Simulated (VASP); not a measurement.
Consider the following.

```
BaIn4
1.0
   -2.57318     2.57318     6.17382
    2.57318    -2.57318     6.17382
    2.57318     2.57318    -6.17382
Ba In
1 4
Direct
  0.00000   0.00000   0.00000
  0.75000   0.25000   0.50000
  0.25000   0.75000   0.50000
  0.61779   0.61779   0.00000
  0.38221   0.38221   0.00000
```

Method: PBEsol GGA, VASP's PBE PAW potentials (set 64) (plane waves; VASP 6.6.1). Run with 300 eV cut-off, 5×5×5 Γ-centred mesh, Gaussian smearing of 0.27 eV, potentials Ba_sv In_d.

At this cut-off the stress carries a Pulay error, which pulls relaxed volumes low.

Task: Give the force on each atom (eV/Å).

Result: 
```json
[
 {"atom": "Ba1", "Fx": "0.000", "Fy": "0.000", "Fz": "0.000"},
 {"atom": "In2", "Fx": "0.000", "Fy": "0.000", "Fz": "0.000"},
 {"atom": "In3", "Fx": "0.000", "Fy": "0.000", "Fz": "0.000"},
 {"atom": "In4", "Fx": "0.000", "Fy": "0.000", "Fz": "0.066"},
 {"atom": "In5", "Fx": "0.000", "Fy": "0.000", "Fz": "-0.066"}
]
```

Task: Give the stress tensor in GPa (positive for a compressed cell).

Result: 
```
-3.79   0.00   0.00
 0.00  -3.79   0.00
 0.00   0.00  -3.35
```
The pressure is its mean diagonal, -3.64 GPa.

The structure comes from a computed database's BaIn4 entry (I4/mmm); how it stands against other phases isn't given here. The cell was not relaxed at this level. The k-mesh is coarse (spacing up to 0.35 per Å, 2π included), so the numbers may not be converged in it.
